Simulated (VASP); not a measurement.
Given:

```
CELL_PARAMETERS angstrom
      0.00000     2.30053     2.30053
      2.30053     0.00000     2.30053
      2.30053     2.30053     0.00000
ATOMIC_POSITIONS crystal
  As 0.00000 0.00000 0.00000
  B  0.50000 0.50000 0.50000
```

Method: r2SCAN meta-GGA, VASP's PBE PAW potentials (set 64) (plane waves; VASP 6.6.1). Run with 520 eV cut-off, 15×15×15 Γ-centred mesh, tetrahedra with Blöchl corrections, potentials As B.

Question: Estimate the energy per atom (σ→0), band gap (over mesh and band path) with the smallest direct gap where there is one.

Answer: 
The band gap (over mesh and band path) is none (metal, semimetal or under 0.01 eV) and the energy per atom (σ→0) is -10096 meV/atom.

Only differences to runs with the same potentials and settings are physical.

The structure was generated: BAs was put into the rocksalt type (Fm-3m), which need not be its known phase. It was relaxed first, which changed the volume by +13 %.
